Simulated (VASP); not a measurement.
VASP ran on this input.

### INCAR
```
# general
SYSTEM   =  CoAl
PREC     =  Accurate
ENCUT    =  400
LREAL    =  .FALSE.
LASPH    =  .TRUE.

# electronic loop
EDIFF    =  1E-7
NELM     =  100
ALGO     =  Normal
LMAXMIX  =  4

# smearing
ISMEAR   =  -5

# functional
GGA      =  PE

# ions
ISIF     =  2

# output
LWAVE    =  .FALSE.
LCHARG   =  .TRUE.
LORBIT   =  11
NEDOS    =  601
```

**POSCAR**
```
CoAl
1
    2.8498343040    -0.0000000000     0.0000000000
    0.0000000000     2.8498343040     0.0000000000
   -0.0000000000    -0.0000000000     2.8498343040
Al Co
1 1
Direct
  0.5000000000   0.5000000000   0.5000000000
  0.0000000000   0.0000000000   0.0000000000
```

### KPOINTS
```
Automatic mesh
0
Gamma
14 14 14
0 0 0
```

POTCAR, in this order: Al Co (PBE.64 set). Program: vasp_std.

Problem. Translate this PBE calculation to Quantum ESPRESSO's pw.x.

Solution. One equivalent input (not run):
```
&CONTROL
  calculation = 'scf'
  pseudo_dir = './pseudo'
  outdir = './out'
  tprnfor = .true.
  tstress = .true.
/
&SYSTEM
  ibrav = 0
  nat = 2
  ntyp = 2
  ecutwfc = 96
  occupations = 'tetrahedra'
  input_dft = 'pbe'
/
&ELECTRONS
  conv_thr = 7.3e-09
  electron_maxstep = 100
/
ATOMIC_SPECIES
  Al 26.982 Al.upf
  Co 58.933 Co.upf
CELL_PARAMETERS angstrom
     2.8498343   -0.0000000    0.0000000
     0.0000000    2.8498343    0.0000000
    -0.0000000   -0.0000000    2.8498343
ATOMIC_POSITIONS crystal
  Al   0.5000000  0.5000000  0.5000000
  Co   0.0000000  0.0000000  0.0000000
K_POINTS automatic
  14 14 14 0 0 0
```
What does not carry over: the potentials are each code's own (VASP's PAW set, PseudoDojo norm-conserving files in pw.x), so ENCUT and ecutwfc are chosen apart and not converted; conv_thr bounds pw.x's estimated SCF error, while EDIFF bounds the energy change between steps.

The compound is CoAl in the CsCl type structure. It was relaxed first.
